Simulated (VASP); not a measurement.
Level of theory: revTPSS meta-GGA, VASP's PBE PAW potentials (set 64) (plane waves; VASP).

A VASP calculation is set up with these files.

INCAR:
```
ALGO = Normal
EDIFF = 1E-7
EDIFFG = -0.01
ENCUT = 520
IBRION = 2
ISIF = 4
ISMEAR = 0
LASPH = .TRUE.
LCHARG = .FALSE.
LMAXMIX = 4
LMIXTAU = .TRUE.
LREAL = .FALSE.
LWAVE = .FALSE.
METAGGA = RTPSS
NELM = 100
NSW = 30
PREC = Accurate
SIGMA = 0.05
SYSTEM = CdS
```

File POSCAR:
```
CdS
1
    2.1349476781    -3.6978376689     0.0000000000
    2.1349476781     3.6978376689     0.0000000000
    0.0000000000     0.0000000000     6.9289149210
Cd S
2 2
Direct
  0.6666670000   0.3333330000   0.4999445523
  0.3333330000   0.6666670000   0.9999445523
  0.6666670000   0.3333330000   0.8770554477
  0.3333330000   0.6666670000   0.3770554477
```

File KPOINTS:
```
Regular mesh
0
G
 6 6 4
0 0 0
```

POTCAR, in this order: Cd S (PBE.64 set). Program: vasp_std.

Question: Estimate the energy per atom (σ→0), pressure, band gap (on the k-mesh).

Answer: 
- energy per atom (σ→0) = 4.701 eV/atom
- band gap (on the k-mesh) = 1.17 eV
- pressure = -2.84 GPa

File OSZICAR:
```
...
DAV:  19     0.188029290991E+02   -0.13890E-03   -0.13055E-04   924   0.711E-02    0.236E-02
DAV:  20     0.188029257045E+02   -0.33946E-05   -0.93318E-05   978   0.626E-02    0.207E-02
DAV:  21     0.188028970064E+02   -0.28698E-04   -0.29548E-05  1080   0.343E-02    0.129E-02
DAV:  22     0.188028936052E+02   -0.34011E-05   -0.48309E-06   948   0.236E-02    0.494E-03
DAV:  23     0.188028926931E+02   -0.91216E-06   -0.20640E-06   978   0.136E-02    0.214E-03
DAV:  24     0.188028911603E+02   -0.15328E-05   -0.59332E-07   786   0.706E-03    0.100E-03
DAV:  25     0.188028912319E+02    0.71621E-07   -0.19890E-08   690   0.159E-03
   1 F= 0.18802891E+02 E0= 0.18802891E+02  d E =0.188029E+02
```

The compound is CdS in the wurtzite structure. This cell is one point of a volume scan, at 1.06 of the reference volume.
